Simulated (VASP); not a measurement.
OSZICAR of a VASP run on CsPbBr3:

OSZICAR:
```
...
       N       E                     dE             d eps       ncg     rms          rms(c)
DAV:   1    -0.122732014272E+03   -0.68343E-02   -0.65761E-03   540   0.151E+00    0.451E-02
RMM:   2    -0.122732408058E+03   -0.39379E-03   -0.40103E-03   339   0.888E-02    0.126E-02
RMM:   3    -0.122732469268E+03   -0.61209E-04   -0.61856E-04   364   0.352E-02    0.664E-03
RMM:   4    -0.122732475457E+03   -0.61892E-05   -0.75345E-05   255   0.129E-02
    183 T=   529. E= -.11907477E+03 F= -.12273248E+03 E0= -.12273248E+03  EK= 0.26650E+01 SP= 0.99E+00 SK= 0.78E-03
       N       E                     dE             d eps       ncg     rms          rms(c)
DAV:   1    -0.122738531782E+03   -0.60625E-02   -0.19807E-03   564   0.151E+00    0.229E-02
RMM:   2    -0.122738809148E+03   -0.27737E-03   -0.28104E-03   338   0.699E-02    0.908E-03
RMM:   3    -0.122738849145E+03   -0.39997E-04   -0.41132E-04   363   0.293E-02    0.757E-03
RMM:   4    -0.122738853147E+03   -0.40017E-05   -0.51514E-05   248   0.108E-02
    184 T=   527. E= -.11907475E+03 F= -.12273885E+03 E0= -.12273885E+03  EK= 0.26591E+01 SP= 0.10E+01 SK= 0.14E-02
       N       E                     dE             d eps       ncg     rms          rms(c)
DAV:   1    -0.122744146508E+03   -0.52974E-02   -0.41899E-03   552   0.150E+00    0.193E-02
RMM:   2    -0.122744504264E+03   -0.35776E-03   -0.35980E-03   341   0.780E-02    0.963E-03
RMM:   3    -0.122744553842E+03   -0.49579E-04   -0.50023E-04   365   0.314E-02    0.958E-03
RMM:   4    -0.122744558318E+03   -0.44752E-05   -0.56699E-05   245   0.115E-02
    185 T=   525. E= -.11907465E+03 F= -.12274456E+03 E0= -.12274456E+03  EK= 0.26490E+01 SP= 0.10E+01 SK= 0.22E-02
       N       E                     dE             d eps       ncg     rms          rms(c)
DAV:   1    -0.122749443241E+03   -0.48894E-02   -0.31710E-03   592   0.150E+00    0.144E-02
RMM:   2    -0.122749875379E+03   -0.43214E-03   -0.43522E-03   339   0.793E-02    0.144E-02
RMM:   3    -0.122749931593E+03   -0.56214E-04   -0.56430E-04   368   0.337E-02    0.126E-02
RMM:   4    -0.122749937633E+03   -0.60390E-05   -0.73308E-05   249   0.126E-02
    186 T=   523. E= -.11907468E+03 F= -.12274994E+03 E0= -.12274994E+03  EK= 0.26352E+01 SP= 0.10E+01 SK= 0.31E-02
       N       E                     dE             d eps       ncg     rms          rms(c)
DAV:   1    -0.122754255765E+03   -0.43242E-02   -0.12137E-02   552   0.149E+00    0.360E-02
RMM:   2    -0.122754830600E+03   -0.57484E-03   -0.57903E-03   333   0.107E-01    0.101E-02
RMM:   3    -0.122754925364E+03   -0.94764E-04   -0.94224E-04   374   0.430E-02    0.140E-02
RMM:   4    -0.122754933447E+03   -0.80831E-05   -0.10283E-04   268   0.155E-02    0.121E-02
RMM:   5    -0.122754935202E+03   -0.17549E-05   -0.20495E-05   205   0.712E-03
    187 T=   519. E= -.11907464E+03 F= -.12275494E+03 E0= -.12275494E+03  EK= 0.26183E+01 SP= 0.11E+01 SK= 0.40E-02
       N       E                     dE             d eps       ncg     rms          rms(c)
DAV:   1    -0.122759151123E+03   -0.42177E-02   -0.11429E-02   528   0.149E+00    0.455E-02
RMM:   2    -0.122759625437E+03   -0.47431E-03   -0.47990E-03   338   0.982E-02    0.843E-03
RMM:   3    -0.122759700863E+03   -0.75426E-04   -0.76041E-04   371   0.382E-02    0.820E-03
RMM:   4    -0.122759707273E+03   -0.64103E-05   -0.82430E-05   252   0.136E-02
    188 T=   516. E= -.11907460E+03 F= -.12275971E+03 E0= -.12275971E+03  EK= 0.25987E+01 SP= 0.11E+01 SK= 0.49E-02
       N       E                     dE             d eps       ncg     rms          rms(c)
DAV:   1    -0.122763801484E+03   -0.41006E-02   -0.46000E-03   560   0.149E+00    0.139E-02
RMM:   2    -0.122764141346E+03   -0.33986E-03   -0.34224E-03   338   0.798E-02    0.155E-02
RMM:   3    -0.122764196765E+03   -0.55419E-04   -0.56583E-04   366   0.326E-02    0.164E-02
RMM:   4    -0.122764201906E+03   -0.51405E-05   -0.63830E-05   245   0.117E-02
    189 T=   511. E= -.11907456E+03 F= -.12276420E+03 E0= -.12276420E+03  EK= 0.25771E+01 SP= 0.11E+01 SK= 0.56E-02
       N       E                     dE             d eps       ncg     rms          rms(c)
DAV:   1    -0.122767853183E+03   -0.36564E-02   -0.36040E-03   568   0.147E+00    0.229E-02
RMM:   2    -0.122768313946E+03   -0.46076E-03   -0.46402E-03   345   0.824E-02    0.273E-02
RMM:   3    -0.122768370924E+03   -0.56978E-04   -0.59153E-04   368   0.342E-02    0.278E-02
RMM:   4    -0.122768378988E+03   -0.80640E-05   -0.91384E-05   254   0.126E-02
    190 T=   507. E= -.11907451E+03 F= -.12276838E+03 E0= -.12276838E+03  EK= 0.25540E+01 SP= 0.11E+01 SK= 0.61E-02
       N       E                     dE             d eps       ncg     rms          rms(c)
DAV:   1    -0.122772126863E+03   -0.37559E-02   -0.63625E-03   576   0.146E+00    0.316E-02
RMM:   2    -0.122772439649E+03   -0.31279E-03   -0.31821E-03   337   0.778E-02    0.303E-02
RMM:   3    -0.122772486137E+03   -0.46488E-04   -0.49548E-04   368   0.306E-02    0.255E-02
RMM:   4    -0.122772488420E+03   -0.22833E-05   -0.56015E-05   241   0.115E-02
    191 T=   502. E= -.11907448E+03 F= -.12277249E+03 E0= -.12277249E+03  EK= 0.25302E+01 SP= 0.12E+01 SK= 0.63E-02
       N       E                     dE             d eps       ncg     rms          rms(c)
DAV:   1    -0.122776434584E+03   -0.39484E-02   -0.44327E-03   584   0.146E+00    0.981E-02
RMM:   2    -0.122776749461E+03   -0.31488E-03   -0.33860E-03   340   0.775E-02    0.429E-02
RMM:   3    -0.122776793178E+03   -0.43717E-04   -0.53757E-04   366   0.327E-02    0.102E-02
RMM:   4    -0.122776799383E+03   -0.62050E-05   -0.76255E-05   251   0.125E-02
    192 T=   497. E= -.11907453E+03 F= -.12277680E+03 E0= -.12277680E+03  EK= 0.25065E+01 SP= 0.12E+01 SK= 0.63E-02
       N       E                     dE             d eps       ncg     rms          rms(c)
DAV:   1    -0.122780815243E+03   -0.40221E-02   -0.10159E-02   544   0.145E+00    0.216E-02
RMM:   2    -0.122781307822E+03   -0.49258E-03   -0.49671E-03   337   0.103E-01    0.241E-02
RMM:   3    -0.122781393223E+03   -0.85401E-04   -0.87240E-04   371   0.410E-02    0.284E-02
RMM:   4    -0.122781399588E+03   -0.63650E-05   -0.86507E-05   263   0.145E-02
    193 T=   493. E= -.11907459E+03 F= -.12278140E+03 E0= -.12278140E+03  EK= 0.24837E+01 SP= 0.12E+01 SK= 0.60E-02
       N       E                     dE             d eps       ncg     rms          rms(c)
DAV:   1    -0.122785998612E+03   -0.46054E-02   -0.60775E-03   524   0.144E+00    0.662E-02
RMM:   2    -0.122786331484E+03   -0.33287E-03   -0.34774E-03   340   0.861E-02    0.539E-02
RMM:   3    -0.122786382965E+03   -0.51481E-04   -0.61723E-04   363   0.358E-02    0.173E-02
RMM:   4    -0.122786388772E+03   -0.58071E-05   -0.78752E-05   265   0.139E-02
    194 T=   488. E= -.11907463E+03 F= -.12278639E+03 E0= -.12278639E+03  EK= 0.24624E+01 SP= 0.12E+01 SK= 0.55E-02
       N       E                     dE             d eps       ncg     rms          rms(c)
DAV:   1    -0.122791330030E+03   -0.49471E-02   -0.56488E-03   568   0.144E+00    0.111E-01
RMM:   2    -0.122791637420E+03   -0.30739E-03   -0.33888E-03   334   0.841E-02    0.481E-02
RMM:   3    -0.122791693401E+03   -0.55981E-04   -0.64561E-04   370   0.359E-02    0.110E-02
RMM:   4    -0.122791699501E+03   -0.61003E-05   -0.76241E-05   260   0.135E-02
    195 T=   485. E= -.11907465E+03 F= -.12279170E+03 E0= -.12279170E+03  EK= 0.24431E+01 SP= 0.13E+01 SK= 0.48E-02
       N       E                     dE             d eps       ncg     rms          rms(c)
DAV:   1    -0.122796861420E+03   -0.51680E-02   -0.80175E-03   552   0.144E+00    0.190E-02
RMM:   2    -0.122797240923E+03   -0.37950E-03   -0.38407E-03   338   0.873E-02    0.202E-02
RMM:   3    -0.122797300888E+03   -0.59965E-04   -0.62204E-04   368   0.352E-02    0.210E-02
RMM:   4    -0.122797306559E+03   -0.56715E-05   -0.74304E-05   257   0.131E-02
    196 T=   481. E= -.11907470E+03 F= -.12279731E+03 E0= -.12279731E+03  EK= 0.24260E+01 SP= 0.13E+01 SK= 0.40E-02
       N       E                     dE             d eps       ncg     rms          rms(c)
DAV:   1    -0.122802674818E+03   -0.53739E-02   -0.54116E-03   544   0.143E+00    0.321E-02
RMM:   2    -0.122803027670E+03   -0.35285E-03   -0.35644E-03   337   0.817E-02    0.152E-02
RMM:   3    -0.122803082741E+03   -0.55071E-04   -0.57075E-04   371   0.333E-02    0.112E-02
RMM:   4    -0.122803088671E+03   -0.59294E-05   -0.74634E-05   245   0.125E-02
    197 T=   478. E= -.11907465E+03 F= -.12280309E+03 E0= -.12280309E+03  EK= 0.24116E+01 SP= 0.13E+01 SK= 0.32E-02
       N       E                     dE             d eps       ncg     rms          rms(c)
DAV:   1    -0.122808301455E+03   -0.52187E-02   -0.37557E-03   584   0.142E+00    0.276E-02
RMM:   2    -0.122809083810E+03   -0.78235E-03   -0.78991E-03   343   0.101E-01    0.134E-02
RMM:   3    -0.122809186892E+03   -0.10308E-03   -0.10633E-03   367   0.449E-02    0.956E-03
RMM:   4    -0.122809198853E+03   -0.11962E-04   -0.14633E-04   290   0.165E-02    0.734E-03
RMM:   5    -0.122809200318E+03   -0.14651E-05   -0.22731E-05   203   0.732E-03
    198 T=   476. E= -.11907467E+03 F= -.12280920E+03 E0= -.12280920E+03  EK= 0.24001E+01 SP= 0.13E+01 SK= 0.23E-02
       N       E                     dE             d eps       ncg     rms          rms(c)
DAV:   1    -0.122815021556E+03   -0.58227E-02   -0.81362E-03   528   0.142E+00    0.295E-02
RMM:   2    -0.122815364416E+03   -0.34286E-03   -0.34535E-03   338   0.813E-02    0.764E-03
RMM:   3    -0.122815417981E+03   -0.53565E-04   -0.55260E-04   362   0.323E-02    0.809E-03
RMM:   4    -0.122815423434E+03   -0.54530E-05   -0.69583E-05   250   0.118E-02
    199 T=   474. E= -.11907462E+03 F= -.12281542E+03 E0= -.12281542E+03  EK= 0.23917E+01 SP= 0.13E+01 SK= 0.16E-02
       N       E                     dE             d eps       ncg     rms          rms(c)
DAV:   1    -0.122821399139E+03   -0.59812E-02   -0.39182E-03   556   0.142E+00    0.160E-02
RMM:   2    -0.122821651953E+03   -0.25281E-03   -0.25560E-03   337   0.696E-02    0.120E-02
RMM:   3    -0.122821694525E+03   -0.42572E-04   -0.44094E-04   356   0.281E-02    0.127E-02
RMM:   4    -0.122821697869E+03   -0.33447E-05   -0.46645E-05   231   0.997E-03
    200 T=   473. E= -.11907458E+03 F= -.12282170E+03 E0= -.12282170E+03  EK= 0.23863E+01 SP= 0.14E+01 SK= 0.92E-03
```

**Question.** Which electronic solver shows in the log?

**Answer.** It is blocked Davidson (ALGO = Normal, or the opening steps of other solvers) and then RMM-DIIS (ALGO = Fast or VeryFast). The INCAR had ALGO = Fast.

**Question.** Can the final energy be trusted as converged?

**Answer.** Self-consistency was reached. It stopped with EDIFF = 1E-5, NELM = 100 (PBE GGA, plane waves, VASP's PBE PAW potentials (set 64)).

The cell is a supercell, built from CsPbBr3 (cubic perovskite, the ideal cubic form; the compound distorts at low or room temperature). Its lattice is the typed one, not relaxed at this level.
